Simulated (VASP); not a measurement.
Consider the following.

```
CELL_PARAMETERS angstrom
      3.76767     0.00000     0.00000
      0.00000     3.76767     0.00000
      0.00000     0.00000     3.76767
ATOMIC_POSITIONS crystal
  Tl 0.00000 0.00000 0.00000
  Cl 0.50000 0.50000 0.50000
```

These are PBEsol GGA, VASP's PBE PAW potentials (set 64) (plane waves; VASP 6.6.1) values and carry that method's errors. Numerical set-up: 400 eV cut-off, 6×6×6 Γ-centred mesh, Gaussian smearing of 0.050 eV, potentials Tl_d Cl.

Unless said otherwise, spin-orbit coupling is left out, though it shifts the bands of the heavy elements here.

Problem. Predict the energy per atom (σ→0), band gap (on the k-mesh) with the smallest direct gap where there is one.

Solution. 
| Quantity | Result |
|---|---|
| band gap (on the k-mesh) | 1.80 eV |
| smallest direct gap (on the k-mesh) | 1.80 eV |
| energy per atom (σ→0) | -3.235 eV/atom |

Total energies compare only between runs with the same potentials, cut-off and functional.

The compound is TlCl in the CsCl type structure. It was relaxed first, which changed the volume by -6 %. The start is the result of an earlier pass.
